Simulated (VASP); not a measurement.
Data:

```
AuCu
1.0
    2.86650     0.00000     0.00000
    0.00000     2.86650     0.00000
    0.00000     0.00000     3.57095
Cu Au
1 1
Direct
  0.00000   0.00000   0.00000
  0.50000   0.50000   0.50000
```

Calculation: rev-vdW-DF2, VASP's PBE PAW potentials (set 64) (plane waves; VASP). Run with 520 eV cut-off, Gaussian smearing of 0.050 eV, potentials Cu Au.

Unless said otherwise, spin-orbit coupling is left out, though it shifts the bands of the heavy elements here.

Question: What does the run give for the band gap (along the path) with the smallest direct gap where there is one?

Answer: 
- band gap (along the path) = none (metal, semimetal or under 0.01 eV)

The absolute energy has meaning only against runs of the same code, potentials and settings.

The compound is CuAu in the L1_0 structure. It was relaxed first.
